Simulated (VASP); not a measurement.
Energy against volume of MgS (rock salt). Computed with SCAN meta-GGA, VASP's PBE PAW potentials (set 64) (plane waves; VASP 6.6.1). Settings: 520 eV cut-off, 9×9×9 Γ-centred mesh, Gaussian smearing of 0.050 eV, potentials Mg S.

```json
[
 {"V (Å³/atom)": "16.886", "E (eV/atom)": "-8.97082"},
 {"V (Å³/atom)": "17.409", "E (eV/atom)": "-8.97522"},
 {"V (Å³/atom)": "17.931", "E (eV/atom)": "-8.97158"},
 {"V (Å³/atom)": "18.453", "E (eV/atom)": "-8.96107"}
]
```

Task: Fit these four points and predict the energy of the run at 16.364 Å³/atom.

Result: A cubic in V^(−2/3), the third-order Birch-Murnaghan form, passes through the four points with V0 = 17.42 Å³/atom and B0 = 82 GPa, and gives -8.9570 eV/atom there. The run gave -8.9570 eV/atom, +0.0 meV/atom from the fit; all five points give B0 = 82 GPa.

The compound is MgS in the rock salt structure. It was relaxed first.
